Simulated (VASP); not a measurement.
Computed with optB86b-vdW, VASP's PBE PAW potentials (set 64) (plane waves; VASP).

The input files of a VASP run:

**KPOINTS**
```
K-points
0
Gamma
 10 10 10
```

File POSCAR:
```
MgS
1
    0.0000000000     2.5977060635     2.5977060635
    2.5977060635     0.0000000000     2.5977060635
    2.5977060635     2.5977060635     0.0000000000
Mg S
1 1
Direct
  0.0000000000   0.0000000000   0.0000000000
  0.5000000000   0.5000000000   0.5000000000
```

**INCAR**
```
# general
SYSTEM   = MgS
PREC     = Accurate
ENCUT    = 520   # plane-wave cut-off (eV)
LREAL    = .False.   # projection in real space or not
LASPH    = .True.   # aspherical one-centre terms

# electronic loop
EDIFF    = 1E-7
NELM     = 100   # most electronic steps
ALGO     = Normal

# smearing
ISMEAR   = -5   # tetrahedra, Bloechl

# functional
GGA      = MK
LUSE_VDW = .True.
AGGAC    = 0.0
PARAM1   = 0.1234
PARAM2   = 1.0

# ions
ISIF     = 2

# output
LWAVE    = .False.
LCHARG   = .True.
LORBIT   = 11
NEDOS    = 601   # DOS grid
```

POTCAR, in this order: Mg S (PBE.64 set). Program: vasp_std.

Task: What will the output report for the number of irreducible k-points (NKPTS), largest plane-wave count, number of space-group operations, FFT grid (NGX, NGY, NGZ)?

Result: 
| Property | Value |
|---|---|
| number of irreducible k-points (NKPTS) | 47 |
| largest plane-wave count | 960 |
| number of space-group operations | 48 |
| FFT grid (NGX, NGY, NGZ) | 28 × 28 × 28 |

The compound is MgS in the rock salt structure. It was relaxed first.
